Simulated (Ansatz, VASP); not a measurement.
# PW: VASP beside Ansatz, part 2 of 2

Wanted: the spread between two codes on one cell, functional and k mesh. The cell is taken from a series of runs on this material, whose earlier steps may have relaxed, scaled, displaced or heated it; both programs get it as it stands.

VASP 6.6.1 and Ansatz 0.2.0.

So far: Set-up; Ansatz: relaxation of cell and atoms, PBEsol; VASP: relaxation of cell and atoms, PBEsol.

**3. VASP: relaxation of cell and atoms, PBEsol (continued)**

Level of this step: PBEsol; plane waves and PAW (P, W) (VASP).

Numbers of over 12 decimals in the logs are rounded to 6 here.

Parts of OUTCAR (step 3):

```text
ion  position               nearest neighbor table
   1  0.818  0.750  0.565-   8 2.46   7 2.49   7 2.49   6 2.49   6 2.49   5 2.53   2 2.75   2 2.75

  LATTYP: Found a simple orthorhombic cell.
 ALAT       =     3.2259860000
 B/A-ratio  =     1.7640519829
 C/A-ratio  =     1.9292036605

 Subroutine GETGRP returns: Found  8 space group operations
 (whereof  2 operations were pure point group operations)

The static configuration has the point symmetry S_2 .
 The point group associated with its full space group is D_2h.

 Found    112 irreducible k-points:

   k-points           NKPTS =    112   k-points in BZ     NKDIM =    112   number of bands    NBANDS=     30

   dimension x,y,z NGX =    48 NGY =   28 NGZ =   50
   dimension x,y,z NGXF=    96 NGYF=   56 NGZF=  100

   ENCUT  =  600.0 eV  44.10 Ry    6.64 a.u.  11.37  6.44 12.43*2*pi/ulx,y,z

   NELECT =      44.0000    total number of electrons

 k-points in reciprocal lattice and weights: Automatic mesh
   0.00000000  0.00000000  0.00000000       0.002
   0.16666667  0.00000000  0.00000000       0.005
   0.33333333  0.00000000  0.00000000       0.005
   0.50000000  0.00000000  0.00000000       0.002
   0.00000000  0.08333333  0.00000000       0.005
   0.16666667  0.08333333  0.00000000       0.009
   0.33333333  0.08333333  0.00000000       0.009
   0.50000000  0.08333333  0.00000000       0.005
   0.00000000  0.16666667  0.00000000       0.005
[...]
0.33333333  0.50000000  0.50000000       0.005
   0.50000000  0.50000000  0.50000000       0.002

 average (electrostatic) potential at core
       1 -79.7878       2 -79.7878       3 -79.7878       4 -79.7878       5 -35.9920
       6 -35.9920       7 -35.9920       8 -35.9920

 E-fermi :   9.5267

 k-point     1 :       0.0000    0.0000    0.0000
  band No.  band energies     occupation
    ...
     19       8.4359      2.00000
     20       8.5651      2.00000
     21       8.5972      2.00000
     22       8.8211      2.00001
     23       9.0177      2.00189
     24      10.0591     -0.00109
     25      10.4349     -0.00000
     26      10.6821     -0.00000
     27      10.9176     -0.00000
     28      11.2930     -0.00000
    ...

 k-point     2 :       0.1667    0.0000    0.0000
  band No.  band energies     occupation
    ...
     19       8.2866      2.00000
     20       8.3394      2.00000
     21       8.4163      2.00000
     22       9.2010      2.04353
     23       9.4094      1.82760
     24      10.1343     -0.00015
     25      10.2242     -0.00001
     26      10.6995     -0.00000
     27      10.9718     -0.00000
     28      11.3735     -0.00000
    ...

 k-point     3 :       0.3333    0.0000    0.0000
  band No.  band energies     occupation
    ...
     18       7.5639      2.00000
     19       8.1771      2.00000
     20       8.2938      2.00000
     21       8.5832      2.00000
     22       9.3775      1.94975
     23       9.6068      0.37847
     24      10.2632     -0.00000
     25      10.6284     -0.00000
     26      10.9834     -0.00000
     27      11.1161     -0.00000
    ...

  Total       -0.0172640      0.0169240      0.0143572      0.0000000      0.0000000      0.0000000
  in kB       -0.2426932      0.2379128      0.2018294      0.0000000      0.0000000      0.0000000
  external PRESSURE =       0.0656830 kB  Pullay stress =       0.0000000 kB

  energy-cutoff  :      600.00
  volume of cell :      113.97
      direct lattice vectors                 reciprocal lattice vectors
     5.687074005  0.000000000  0.000000000     0.175837346 -0.000000000  0.000000000
     0.000000000  3.222205931  0.000000000    -0.000000000  0.310346397  0.000000000
     0.000000000  0.000000000  6.219458107     0.000000000  0.000000000  0.160785712

 POSITION                                       TOTAL-FORCE (eV/Angst)
 -----------------------------------------------------------------------------------
      4.65408      2.41665      3.51297         0.000588      0.000000     -0.000529
      1.03299      0.80555      2.70649        -0.000588      0.000000      0.000529
      3.87653      0.80555      0.40324        -0.000588      0.000000     -0.000529
      1.81054      2.41665      5.81622         0.000588      0.000000      0.000529
      5.61083      2.41665      1.16859        -0.000982     -0.000000      0.002063
      0.07624      0.80555      5.05087         0.000982      0.000000     -0.002063
      2.91978      0.80555      4.27832         0.000982      0.000000      0.002063
      2.76730      2.41665      1.94114        -0.000982     -0.000000     -0.002063
 -----------------------------------------------------------------------------------
    total drift:                               -0.000307     -0.000209      0.000129

  FREE ENERGIE OF THE ION-ELECTRON SYSTEM (eV)
  ---------------------------------------------------
  free  energy   TOTEN  =       -82.2610154475 eV

  energy  without entropy=      -82.2632340647  energy(sigma->0) =      -82.26175499

 reached required accuracy - stopping structural energy minimisation

 total charge
# of ion       s       p       d       tot
------------------------------------------
    1        0.999   1.493   0.000   2.492
    2        0.999   1.493   0.000   2.492
    3        0.999   1.493   0.000   2.492
    4        0.999   1.493   0.000   2.492
    5        0.576   0.705   4.410   5.690
    6        0.576   0.705   4.410   5.690
    7        0.576   0.705   4.410   5.690
    8        0.576   0.705   4.410   5.690
--------------------------------------------------
tot          6.300   8.788  17.639  32.727

[... 3 further parts left out ...]
```

CONTCAR:

```
PW
   1.00000000000000
     5.6870740054397428    0.0000000000000000    0.0000000000000000
     0.0000000000000000    3.2222059305777919    0.0000000000000000
     0.0000000000000000    0.0000000000000000    6.2194581068402544
  P               W
     4     4
Direct
     0.8183612523875519    0.7500001550000022    0.5648350498375122
     0.1816387476124410    0.2500001550000022    0.4351649501624878
     0.6816388354124447    0.2500001550000022    0.0648350498375122
     0.3183611645875553    0.7500001550000022    0.9351649501624878
     0.9865939652047058    0.7500001550000022    0.1878928431888206
     0.0134060347952943    0.2500001550000022    0.8121071568111793
     0.5134061226952926    0.2500001550000022    0.6878928431888207
     0.4865940531047112    0.7500001550000022    0.3121071568111794
```

**4. Differences**

Known differences besides the potentials themselves: the data sets hold 76 valence electrons in Ansatz (on its PAW soft_1 files) and 44 in VASP; the cutoff is 420 eV in Ansatz and 600 eV in VASP; Ansatz makes its cores anew for this functional, VASP keeps those of its PBE data sets; Ansatz adds a Pulay correction to the stress that steers its cell, VASP none. Total energies have different zeros and are not compared.

Both answers:

| quantity | Ansatz | VASP | difference |
| --- | --- | --- | --- |
| volume (Å³) | 114.23 | 113.97 | +0.23 % |
| edge a after relaxation, in the typed setting (Å) | 5.690 | 5.687 | +0.06 % |
| edge b after relaxation, in the typed setting (Å) | 3.226 | 3.222 | +0.11 % |
| edge c after relaxation, in the typed setting (Å) | 6.223 | 6.220 | +0.05 % |

**5. Summary of results**

```yaml
difference_in_volume_relaxation_of_cell_and_atoms_pbesol: 0.23 %
```

**Reading.** The difference in volume is 0.23 % (relaxation of cell and atoms, PBEsol), within the 1.2 % picked in this series as the mark of a large difference, as far as the stopping tolerances let one tell. The data sets hold unlike numbers of valence electrons (76 in Ansatz and 44 in VASP), so part of the differences comes from the potentials. 1 further run of this series is not shown here. How closely two codes agree says nothing of how well the functional describes the real material.

[Lines on the potential files, build, host, timing and source positions are cut from VASP's logs without a mark.]

[Logs are printed without paths, hosts, clocks, repeated set-up lines and the standing remarks that a program may print on its own settings, such as how far it seeks lower states.]

[Hosts, paths, dates, database ids (printed as entryN), source tags and the programs' standing remarks are cut or masked in the printed files.]
